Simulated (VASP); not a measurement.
Set up this calculation in VASP 6.6.1, as the native input.

| Quantity | Value |
| --- | --- |
| Task | single point |
| Functional | PBE |
| Potentials or basis | VASP PAW PBE potentials, release 64 (In_d, Sb) |
| Cutoff | 520 eV |
| k mesh | 8 × 8 × 8 |
| Occupations | fermi-dirac, width 0.05 eV |
| Spin | no spin polarisation |
| Further INCAR settings | ALGO = Fast; EDIFF = 1e-06 |

The structure of InSb lies in POSCAR:

```
InSb
1.0
    0.0000000000      3.2391000000      3.2391000000
    3.2391000000      0.0000000000      3.2391000000
    3.2391000000      3.2391000000      0.0000000000
In Sb
1 1
Direct
    0.0000000000      0.0000000000      0.0000000000
    0.2500000000      0.2500000000      0.2500000000
```

One way to write it, as run:

INCAR

```
SYSTEM = InSb
ALGO = Fast
EDIFF = 1E-6
ENCUT = 520
GGA = PE
ISIF = 2
ISMEAR = -1
KPAR = 4
LASPH = .True.
LCHARG = .False.
LREAL = .False.
LWAVE = .False.
NELM = 80
PREC = Accurate
SIGMA = 0.05
```

KPOINTS

```
k-points
0
Gamma
  8 8 8
  0 0 0
```

Potentials or basis: VASP PAW PBE potentials, release 64 (In_d, Sb).

Command:

```bash
$ cat potpaw_PBE.64/In_d/POTCAR potpaw_PBE.64/Sb/POTCAR > POTCAR
$ mpirun -np 4 vasp_std > vasp.out
```

It gave:

| Quantity | Value |
| --- | --- |
| Pressure | 3.1 GPa |
| Band gap on the k mesh | none (metal or under the smearing width) |

Caveat: this crystal is a semiconductor, whose small gap the functional closes, so the metal is an error of the method.

Wall time 13 s on 4 MPI ranks on Intel(R) Xeon(R) Platinum 8488C (Sapphire Rapids) (shared host), peak memory 0.2 GiB a rank.
